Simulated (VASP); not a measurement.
# NdH2: structure and properties in VASP, part 6 of 10

What structure does NdH2 take at this level, and what are its properties? The start is a cell from a database of measured crystal structures.

VASP 6.6.1, plane waves and PAW; the level of theory is named at each step.

Still holding for the runs below: The magnetic order comes from the search above, where another run lay slightly lower; longer or canted patterns were not tried. DFT+U on an f shell has many metastable occupations, and no search among them was made.

So far, moment of the cell, from the last line of the log (μB): step 2 (magnetic order: ferromagnetic) 3.19; step 6 (full relaxation (PBEsol + U)) 3.23; step 7 (second relaxation) 3.24.

### Step 8. Single point with fields (PBEsol + U)

Level of this step: PBEsol, DFT+U (Nd f 5 eV), spin-polarised from a ferromagnetic start; plane waves and PAW (Nd, H) (VASP).

The relaxed cell gets a fresh self-consistent run, on a basis set for its own volume, to fix the density and to check the remaining stress.

The input, INCAR:

```
SYSTEM = NdH2
PREC = Accurate
ENCUT = 440
EDIFF = 1E-06
NELM = 150
ISMEAR = 0
SIGMA = 0.05
LREAL = .FALSE.
ALGO = Normal
GGA = PS
NBANDS = 17
ISPIN = 2
MAGMOM = 2.9 -0.01 -0.01
LDAU = .TRUE.
LDAUTYPE = 2
LDAUL = 3 -1
LDAUU = 5 0
LDAUJ = 0 0
LDAUPRINT = 1
LASPH = .TRUE.
LMAXMIX = 6
AMIX = 0.2
BMIX = 1E-04
AMIX_MAG = 0.8
BMIX_MAG = 1E-04
LORBIT = 11
LWAVE = .FALSE.
LCHARG = .TRUE.
ISIF = 2
LELF = .TRUE.
LVHAR = .TRUE.
```

The input, POSCAR:

```
NdH2
1.0
    0.0000000000      2.6946752964      2.6946752964
    2.6946752964      0.0000000000      2.6946752964
    2.6946752964      2.6946752964      0.0000000000
Nd H
1 2
Direct
    0.0000000000      0.0000000000      0.0000000000
    0.2500000000      0.2500000000      0.2500000000
    0.7500000000      0.7500000000      0.7500000000
```

The input, KPOINTS:

```
Automatic mesh
0
Gamma
9 9 9
0 0 0
```

Potentials, in the order of the species: Nd and H (PBE family, release 64).

Run with:

```
> mpirun -np 8 vasp_std
```

Output:

```text
[banner, memory and clock lines left out]
running    8 mpi-ranks, on    1 nodes
 distrk:  each k-point on    8 cores,    1 groups
 distr:  one band on    1 cores,    8 groups

 POSCAR found type information on POSCAR NdH
 POSCAR found :  2 types and       3 ions
 [... a notice as in an earlier step ...]

 [... a notice as in an earlier step ...]

 LDA part: xc-table for (Slater+PW92), standard interpolation
|                                                                             |
|           W    W    AA    RRRRR   N    N  II  N    N   GGGG   !!!           |
|           W    W   A  A   R    R  NN   N  II  NN   N  G    G  !!!           |
|           W    W  A    A  R    R  N N  N  II  N N  N  G       !!!           |
|           W WW W  AAAAAA  RRRRR   N  N N  II  N  N N  G  GGG   !            |
|           WW  WW  A    A  R   R   N   NN  II  N   NN  G    G                |
|           W    W  A    A  R    R  N    N  II  N    N   GGGG   !!!           |
|                                                                             |
|     The number of bands has been changed from the values supplied in        |
|     The orbitals not found in the WAVECAR file will be initialized with     |
|     random numbers, which is usually adequate. For correlated               |
|     calculations, however, you should redo the groundstate calculation.     |
|     I found NBANDS = 17. Now, NBANDS = 24.                                  |
|                                                                             |

 POSCAR, INCAR and KPOINTS ok, starting setup
 FFT: planning ... GRIDC
 FFT: planning ... GRID_SOFT
 FFT: planning ... GRID
 WAVECAR not read
 entering main loop
       N       E                     dE             d eps       ncg     rms          rms(c)
DAV:   1     0.756642658855E+02    0.75664E+02   -0.54027E+03  4936   0.138E+03
DAV:   2    -0.843395520287E+01   -0.84098E+02   -0.76038E+02  5528   0.232E+02
DAV:   3    -0.139739409571E+02   -0.55400E+01   -0.54735E+01  4984   0.659E+01
DAV:   4    -0.141277821343E+02   -0.15384E+00   -0.15333E+00  5496   0.541E+00
DAV:   5    -0.141517988555E+02   -0.24017E-01   -0.24014E-01  4544   0.140E+00    0.446E+01
DAV:   6    -0.130809355040E+02    0.10709E+01   -0.27403E+01  5120   0.691E+01    0.723E+01
DAV:   7    -0.126615702271E+02    0.41937E+00   -0.28242E+00  5064   0.351E+01    0.459E+01
DAV:   8    -0.134636453852E+02   -0.80208E+00   -0.80549E+00  4824   0.308E+01    0.174E+01
DAV:   9    -0.141651915379E+02   -0.70155E+00   -0.83075E-01  5584   0.780E+00    0.124E+01
DAV:  10    -0.146699003673E+02   -0.50471E+00   -0.67063E-02  5328   0.209E+00    0.505E+00
DAV:  11    -0.146815746332E+02   -0.11674E-01   -0.40465E-02  5288   0.283E+00    0.391E+00
DAV:  12    -0.146651715660E+02    0.16403E-01   -0.93114E-03  5968   0.120E+00    0.344E+00
DAV:  13    -0.145729745256E+02    0.92197E-01   -0.14708E-01  4784   0.612E+00    0.288E+00
DAV:  14    -0.145706882979E+02    0.22862E-02   -0.23085E-02  5848   0.172E+00    0.249E+00
DAV:  15    -0.145703310948E+02    0.35720E-03   -0.55340E-03  5336   0.121E+00    0.180E+00
DAV:  16    -0.145683070725E+02    0.20240E-02   -0.70591E-03  5192   0.157E+00    0.748E-01
DAV:  17    -0.145667681483E+02    0.15389E-02   -0.40869E-03  5792   0.993E-01    0.342E-01
DAV:  18    -0.154664499096E+02   -0.89968E+00   -0.21692E-03  5328   0.753E-01    0.223E-01
DAV:  19    -0.145663615467E+02    0.90009E+00   -0.16101E+00  5520   0.159E-01    0.648E-02
DAV:  20    -0.145664123280E+02   -0.50781E-04   -0.24436E-05  4776   0.614E-02    0.917E-02
DAV:  21    -0.145664191676E+02   -0.68396E-05   -0.24346E-06  3936   0.105E-02    0.699E-02
DAV:  22    -0.145664131009E+02    0.60667E-05   -0.64084E-05  4952   0.143E-01    0.147E-02
DAV:  23    -0.145664135362E+02   -0.43530E-06   -0.37862E-06  4808   0.856E-03
   1 F= -.14566414E+02 E0= -.14565949E+02  d E =-.929063E-03  mag=     3.2422
```

Run time: 26 s. Hardware: 8 MPI ranks of AMD EPYC 7R43, shared host; peak memory 0.8 GiB; 3.3 min of CPU time.

Parts of OUTCAR (step 8):

```text
   k-points           NKPTS =     35   k-points in BZ     NKDIM =     35   number of bands    NBANDS=     24

   NELECT =      16.0000    total number of electrons

atom =   1  type =  1  l = 3

 onsite density matrix

spin component  1

  0.3752  0.0000 -0.4627  0.0000  0.0000  0.0000  0.0000
  0.0000  0.0194  0.0000  0.0000 -0.0000 -0.0000  0.0000
 -0.4627  0.0000  0.6141 -0.0000 -0.0000  0.0000  0.0000
  0.0000  0.0000 -0.0000  0.0168 -0.0000 -0.0000  0.0000
  0.0000 -0.0000 -0.0000 -0.0000  0.6141  0.0000  0.4627
  0.0000 -0.0000  0.0000 -0.0000  0.0000  0.9725  0.0000
  0.0000  0.0000  0.0000  0.0000  0.4627  0.0000  0.3752

spin component  2

  0.0033  0.0000  0.0024  0.0000  0.0000 -0.0000 -0.0000
  0.0000  0.0151  0.0000  0.0000 -0.0000 -0.0000  0.0000
  0.0024  0.0000  0.0020 -0.0000  0.0000 -0.0000 -0.0000
  0.0000  0.0000 -0.0000  0.0052  0.0000  0.0000  0.0000
  0.0000 -0.0000  0.0000  0.0000  0.0020 -0.0000 -0.0024
 -0.0000 -0.0000 -0.0000  0.0000 -0.0000  0.0001 -0.0000
 -0.0000  0.0000 -0.0000  0.0000 -0.0024 -0.0000  0.0033

 occupancies and eigenvectors

  o =  0.0001  v =  0.0000  0.0000  0.0000  0.0000  0.0000  0.0000  0.0000 -0.6124  0.0000  0.7906  0.0000 -0.0011  0.0002 -0.0009      0.0000  0.0000  0.0000  0.0000  0.0000  0.0000  0.0000  0.0000  0.0000  0.0000  0.0000  0.0000  0.0000  0.0000
  o =  0.0001  v =  0.0000  0.0000  0.0000  0.0000  0.0000  0.0000  0.0000  0.0009 -0.0000 -0.0011  0.0000 -0.7906 -0.0003 -0.6124      0.0000  0.0000  0.0000  0.0000  0.0000  0.0000  0.0000  0.0000  0.0000  0.0000  0.0000  0.0000  0.0000  0.0000
  o =  0.0001  v =  0.0000  0.0000  0.0000  0.0000  0.0000  0.0000  0.0000  0.0001 -0.0000 -0.0002 -0.0000 -0.0003  1.0000 -0.0002      0.0000  0.0000  0.0000  0.0000  0.0000  0.0000  0.0000  0.0000  0.0000  0.0000  0.0000  0.0000  0.0000  0.0000
  o =  0.0052  v =  0.0000  0.0000  0.0000  0.0000  0.0000  0.0000  0.0000  0.0000 -0.0000  0.0000  1.0000 -0.0005  0.0000  0.0007      0.0000  0.0000  0.0000  0.0000  0.0000  0.0000  0.0000  0.0000  0.0000  0.0000  0.0000  0.0000  0.0000  0.0000
  o =  0.0052  v =  0.0000  0.0000  0.0000  0.0000  0.0000  0.0000  0.0000  0.7906  0.0000  0.6124 -0.0000 -0.0021 -0.0000  0.0028      0.0000  0.0000  0.0000  0.0000  0.0000  0.0000  0.0000  0.0000  0.0000  0.0000  0.0000  0.0000  0.0000  0.0000
  o =  0.0052  v =  0.0000  0.0000  0.0000  0.0000  0.0000  0.0000  0.0000  0.0028  0.0000  0.0021  0.0009  0.6124 -0.0000 -0.7906      0.0000  0.0000  0.0000  0.0000  0.0000  0.0000  0.0000  0.0000  0.0000  0.0000  0.0000  0.0000  0.0000  0.0000
  o =  0.0151  v =  0.0000  0.0000  0.0000  0.0000  0.0000  0.0000  0.0000 -0.0000 -1.0000  0.0000  0.0000  0.0000 -0.0000 -0.0000      0.0000  0.0000  0.0000  0.0000  0.0000  0.0000  0.0000  0.0000  0.0000  0.0000  0.0000  0.0000  0.0000  0.0000
  o =  0.0168  v =  0.0000  0.0000 -0.0000  0.9951 -0.0605  0.0000  0.0781  0.0000  0.0000  0.0000  0.0000  0.0000  0.0000  0.0000      0.0000  0.0000  0.0000  0.0000  0.0000  0.0000  0.0000  0.0000  0.0000  0.0000  0.0000  0.0000  0.0000  0.0000
  o =  0.0168  v =  0.0000  0.0000 -0.0000 -0.0988 -0.6094  0.0000  0.7867  0.0000  0.0000  0.0000  0.0000  0.0000  0.0000  0.0000      0.0000  0.0000  0.0000  0.0000  0.0000  0.0000  0.0000  0.0000  0.0000  0.0000  0.0000  0.0000  0.0000  0.0000
  o =  0.0168  v = -0.7906  0.0000 -0.6124  0.0000  0.0000  0.0000  0.0000  0.0000  0.0000  0.0000  0.0000  0.0000  0.0000  0.0000      0.0000  0.0000  0.0000  0.0000  0.0000  0.0000  0.0000  0.0000  0.0000  0.0000  0.0000  0.0000  0.0000  0.0000
  o =  0.0194  v =  0.0000  1.0000  0.0000 -0.0000  0.0000 -0.0000 -0.0000  0.0000  0.0000  0.0000  0.0000  0.0000  0.0000  0.0000      0.0000  0.0000  0.0000  0.0000  0.0000  0.0000  0.0000  0.0000  0.0000  0.0000  0.0000  0.0000  0.0000  0.0000
  o =  0.9725  v =  0.0000 -0.0000  0.0000 -0.0000  0.4971  0.7775  0.3851  0.0000  0.0000  0.0000  0.0000  0.0000  0.0000  0.0000      0.0000  0.0000  0.0000  0.0000  0.0000  0.0000  0.0000  0.0000  0.0000  0.0000  0.0000  0.0000  0.0000  0.0000
  o =  0.9725  v = -0.6124  0.0000  0.7906 -0.0000 -0.0000 -0.0000 -0.0000  0.0000  0.0000  0.0000  0.0000  0.0000  0.0000  0.0000      0.0000  0.0000  0.0000  0.0000  0.0000  0.0000  0.0000  0.0000  0.0000  0.0000  0.0000  0.0000  0.0000  0.0000
  o =  0.9725  v =  0.0000 -0.0000 -0.0000  0.0000 -0.6147  0.6288 -0.4761  0.0000  0.0000  0.0000  0.0000  0.0000  0.0000  0.0000      0.0000  0.0000  0.0000  0.0000  0.0000  0.0000  0.0000  0.0000  0.0000  0.0000  0.0000  0.0000  0.0000  0.0000

 E-fermi :   4.1638

 spin component 1
 k-point     1 :       0.0000    0.0000    0.0000
  band No.  band energies     occupation
    ...
      5      -2.8754      1.00000
      6       0.1935      1.00000
      7       0.1935      1.00000
      8       0.1936      1.00000
      9       2.2646      1.00000
     10       5.1290      0.00000
     11       5.1290      0.00000
     12       5.1290      0.00000
     13       5.1963      0.00000
     14       5.1963      0.00000
    ...

 k-point     2 :       0.1111    0.0000    0.0000
  band No.  band energies     occupation
    ...
      5      -2.5907      1.00000
      6       0.1735      1.00000
      7       0.1736      1.00000
      8       0.1945      1.00000
      9       1.7516      1.00000
     10       5.1487      0.00000
     11       5.1805      0.00000
     12       5.1807      0.00000
     13       5.3108      0.00000
     14       5.3108      0.00000
    ...

  Total        0.0387159      0.0387159      0.0387159     -0.0000000     -0.0000000     -0.0000000
  in kB        1.5850789      1.5850789      1.5850789     -0.0000000     -0.0000000     -0.0000000
  external PRESSURE =       1.5850789 kB  Pullay stress =       0.0000000 kB

 POSITION                                       TOTAL-FORCE (eV/Angst)
 -----------------------------------------------------------------------------------
      0.00000      0.00000      0.00000         0.000000      0.000000      0.000000
      1.34734      1.34734      1.34734         0.000000      0.000000      0.000000
      4.04201      4.04201      4.04201        -0.000000     -0.000000     -0.000000
 -----------------------------------------------------------------------------------
    total drift:                               -0.000000     -0.000000      0.000000

  FREE ENERGIE OF THE ION-ELECTRON SYSTEM (eV)
  ---------------------------------------------------
  free  energy   TOTEN  =       -14.5664135362 eV

  energy  without entropy=      -14.5654844734  energy(sigma->0) =      -14.56594900

[... 8 parts as in an earlier step ...]

[... 14 further parts left out ...]
```

With spin, VASP writes an ELF for each channel.

Numbers from this step:

| Quantity | Value |
| --- | --- |
| SCF cycles | 23 |
| bands | 24 |
| pressure | 0.1585 GPa |

Valence electrons inside each PAW sphere by angular momentum. Sphere charges, by row:

```csv
atom,s (e),p (e),d (e),f (e),tot (e)
Nd1,1.973,5.372,0.576,3.015,10.94
H2,0.544,0.005,0,0,0.549
H3,0.544,0.005,0,0,0.549
```

Spin density in the ac plane of a cell with a along [110], b along [-110] and c along [001] of the cube at fractional y = 0.000, with atoms of Nd and H within 0.2 Å of it.

Values in e/Å³, 8 rows by 16 columns, each cell a mean:
```
2.0 0.4 0.0 0.0 0.0 0.0 0.1 1.4 2.0 0.4 0.0 0.0 0.0 0.0 0.1 1.4
0.0 0.0 0.0 0.0 0.0 0.0 0.0 0.0 0.0 0.0 0.0 0.0 0.0 0.0 0.0 0.0
0.0 0.0 0.0 0.0 0.0 0.0 0.0 0.0 0.0 0.0 0.0 0.0 0.0 0.0 0.0 0.0
0.0 0.0 0.0 0.0 0.0 0.0 0.0 0.0 0.0 0.0 0.0 0.0 0.0 0.0 0.0 0.0
0.0 0.0 0.0 0.0 0.0 0.0 0.0 0.0 0.0 0.0 0.0 0.0 0.0 0.0 0.0 0.0
0.0 0.0 0.0 0.0 0.0 0.0 0.0 0.0 0.0 0.0 0.0 0.0 0.0 0.0 0.0 0.0
0.1 0.0 0.0 0.0 0.0 0.0 0.0 0.1 0.1 0.0 0.0 0.0 0.0 0.0 0.0 0.1
3.0 0.7 0.1 0.0 0.0 0.0 0.3 2.2 3.0 0.7 0.1 0.0 0.0 0.0 0.3 2.2
```
Columns run along a (7.6 Å), rows up along c (5.4 Å), edges of the conventional cell, whose origin can differ from the input's. Atoms in or near the plane, at fractional coordinates: Nd at (0.00, 0.00), Nd at (0.50, 0.00), H at (0.25, 0.25), H at (0.75, 0.25), H at (0.25, 0.75), H at (0.75, 0.75).

Electrostatic potential energy in the ac plane of a cell with a along [110], b along [-110] and c along [001] of the cube at fractional y = 0.000, with atoms of Nd and H within 0.2 Å of it. With pseudopotentials it is smooth inside the atoms' cores, unlike the true potential.

Ten even steps from '0' (-38 eV) to '9' (4 eV), each cell a mean:
```
003789873000258998520
135888885312478998642
567875787655788668875
889963699888898448988
999987899999999889999
999999999999999999999
999999999999999999999
999999999999999999999
999999999999999999999
999975799999998668999
788863688877898448887
357887886434678788754
024799874101368998631
003789863000158998510
```
Columns run along a (7.6 Å; values clipped at the 3rd and 97th percentile), rows up along c (5.4 Å), edges of the conventional cell, whose origin can differ from the input's. Atoms in or near the plane, at fractional coordinates: Nd at (0.00, 0.00), Nd at (0.50, 0.00), H at (0.25, 0.25), H at (0.75, 0.25), H at (0.25, 0.75), H at (0.75, 0.75).

Valence density in the ac plane of a cell with a along [110], b along [-110] and c along [001] of the cube at fractional y = 0.000, with atoms of Nd and H within 0.2 Å of it. It is the smooth field of the valence electrons, not physical close to the nuclei.

Ten even steps from '_' (0.1 e/Å³) to '@' (3.9 e/Å³), each cell a mean:
```
@@%%--__________--%%@@@@++..________..**@@
**==..__________..==**++::____________::++
....____..::..____......______....______..
________..--..______________..::::________
__________..__________________....________
__________________________________________
__________________________________________
__________________________________________
__________________________________________
________..::..________________....________
________..--..______________..::::________
--::______..______::--::..____....____..::
%%**::__________::**%%##--..________..==##
@@@@==__________==@@@@@@##::________::##@@
```
Columns run along a (7.6 Å), rows up along c (5.4 Å), edges of the conventional cell, whose origin can differ from the input's. Atoms in or near the plane, at fractional coordinates: Nd at (0.00, 0.00), Nd at (0.50, 0.00), H at (0.25, 0.25), H at (0.75, 0.25), H at (0.25, 0.75), H at (0.75, 0.75).

In this run the pressure is 0.16 GPa, small enough to go on.

(Continued in part 7 of 10.)

[Lines on the potential files, build, host, timing and source positions are cut from VASP's logs without a mark.]

[Logs are printed without paths, hosts, clocks, repeated set-up lines and the standing remarks that a program may print on its own settings, such as how far it seeks lower states.]

[Hosts, paths, dates, database ids (printed as entryN), source tags and the programs' standing remarks are cut or masked in the printed files.]

[A measured line is paired with the nearest computed mode of its activity, which favours agreement.]
